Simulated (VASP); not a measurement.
Energy against volume of KBr (rock salt). Level of theory: HSEsol screened hybrid, VASP's PBE PAW potentials (set 64) (plane waves; VASP). Numerical set-up: 520 eV cut-off, 6×6×6 Γ-centred mesh, Gaussian smearing of 0.050 eV, potentials K_sv Br.

| V (Å³/atom) | E (eV/atom) |
|---|---|
| 34.292 | -3.68439 |
| 35.423 | -3.68577 |
| 36.553 | -3.68368 |
| 37.684 | -3.67872 |

Problem. Fit these four points and predict the energy of the run at 38.815 Å³/atom.

Solution. A cubic in V^(−2/3), the third-order Birch-Murnaghan form, passes through the four points with V0 = 35.27 Å³/atom and B0 = 16 GPa, and gives -3.6714 eV/atom there. The run gave -3.6714 eV/atom, -0.0 meV/atom from the fit; all five points give B0 = 16 GPa.

The compound is KBr in the rock salt structure. It was relaxed first. The cell's shape comes from a PBE relaxation.
